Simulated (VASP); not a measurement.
Output of a VASP run:

**OSZICAR**
```
       N       E                     dE             d eps       ncg     rms          rms(c)
DAV:   1     0.455935279510E+03    0.45594E+03   -0.24689E+04  1376   0.137E+03
DAV:   2     0.222866035052E+02   -0.43365E+03   -0.42161E+03  1478   0.343E+02
DAV:   3    -0.274156557190E+02   -0.49702E+02   -0.49428E+02  1524   0.121E+02
DAV:   4    -0.290195199454E+02   -0.16039E+01   -0.15994E+01  1672   0.223E+01
DAV:   5    -0.290469925745E+02   -0.27473E-01   -0.27456E-01  1645   0.288E+00    0.145E+01
DAV:   6    -0.272920038417E+02    0.17550E+01   -0.38129E+00  2108   0.419E+01    0.111E+01
DAV:   7    -0.274594026075E+02   -0.16740E+00   -0.56039E+00  1554   0.912E+00    0.393E+00
DAV:   8    -0.273450900825E+02    0.11431E+00   -0.46554E-01  1707   0.617E+00    0.127E+00
DAV:   9    -0.273434775766E+02    0.16125E-02   -0.11629E-01  1752   0.315E+00    0.427E-01
DAV:  10    -0.273436603659E+02   -0.18279E-03   -0.41753E-03  1574   0.774E-01    0.298E-01
DAV:  11    -0.273438916697E+02   -0.23130E-03   -0.47276E-04  1904   0.249E-01    0.190E-01
DAV:  12    -0.273441753771E+02   -0.28371E-03   -0.43654E-04  1442   0.238E-01    0.762E-02
DAV:  13    -0.273441565398E+02    0.18837E-04   -0.89553E-05  1792   0.155E-01    0.307E-02
DAV:  14    -0.273441610689E+02   -0.45291E-05   -0.42896E-05  1747   0.949E-02    0.104E-02
DAV:  15    -0.273441622929E+02   -0.12240E-05   -0.11004E-05  1549   0.371E-02    0.680E-03
DAV:  16    -0.273441624559E+02   -0.16298E-06   -0.64896E-07   799   0.907E-03
   1 F= -.27344162E+02 E0= -.27344162E+02  d E =-.372492E-24
```

**OUTCAR**
```
------------------------ aborting loop because EDIFF is reached ----------------------------------------
  FORCE on cell =-STRESS in cart. coord.  units (eV):
  Direction    XX          YY          ZZ          XY          YZ          ZX
  --------------------------------------------------------------------------------------
  Total        2.1492145      2.1492139      2.2336187      0.0000000      0.0000000      0.0000000
  in kB       22.0084363     22.0084301     22.8727540      0.0000000      0.0000000      0.0000000
  external PRESSURE =      22.2965401 kB  Pullay stress =       0.0000000 kB
  volume of cell :      156.46
      direct lattice vectors                 reciprocal lattice vectors
     3.808950000  0.000000000  0.000000000     0.262539545  0.151577298  0.000000000
    -1.904475000  3.298647000  0.000000000     0.000000000  0.303154596  0.000000000
     0.000000000  0.000000000 12.452600000     0.000000000  0.000000000  0.080304515
  FREE ENERGIE OF THE ION-ELECTRON SYSTEM (eV)
  ---------------------------------------------------
  free  energy   TOTEN  =       -27.3441624559 eV

  energy  without entropy=      -27.3441624559  energy(sigma->0) =      -27.34416246
```
(Selected blocks of OUTCAR.)

**POSCAR**
```
ZnS
1
    3.8089500000     0.0000000000     0.0000000000
   -1.9044750000     3.2986470000     0.0000000000
    0.0000000000     0.0000000000    12.4526000000
Zn S
4 4
Direct
  0.6666670000   0.3333330000   0.7499300000
  0.3333330000   0.6666670000   0.2499300000
  0.0000000000   0.0000000000   0.5000000000
  0.0000000000   0.0000000000   0.0000000000
  0.6666670000   0.3333330000   0.9377300000
  0.3333330000   0.6666670000   0.4377300000
  0.0000000000   0.0000000000   0.6873400000
  0.0000000000   0.0000000000   0.1873400000
```

Task: Write an INCAR and KPOINTS that could have produced this output.

Result: Several could match; the one computed here: the input of the run itself, PBE GGA, plane waves, VASP's PBE PAW potentials (set 64).

INCAR:
```
! general
SYSTEM =ZnS
PREC   =Accurate
ENCUT  =300   ! plane-wave cut-off (eV)
LREAL  =.FALSE.   ! projection in real space or not
LASPH  =.TRUE.

! electronic loop
EDIFF  =1E-6
NELM   =100   ! most electronic steps
ALGO   =Normal   ! blocked Davidson
LMAXMIX=4

! smearing
ISMEAR =0
SIGMA  =0.01   ! width (eV)

! functional
GGA    =PE   ! PBE

! ions
ISIF   =2

! output
LWAVE  =.FALSE.
LCHARG =.FALSE.
```

KPOINTS:
```
kpoints
0
Gamma
 7 7 2
0 0 0
```

POTCAR, in this order: Zn S (PBE.64 set). Program: vasp_std.

At this cut-off the stress carries a Pulay error, which pulls relaxed volumes low.

The structure comes from a computed database's ZnS entry (P6_3mc); how it stands against other phases isn't given here. The cell was not relaxed at this level.
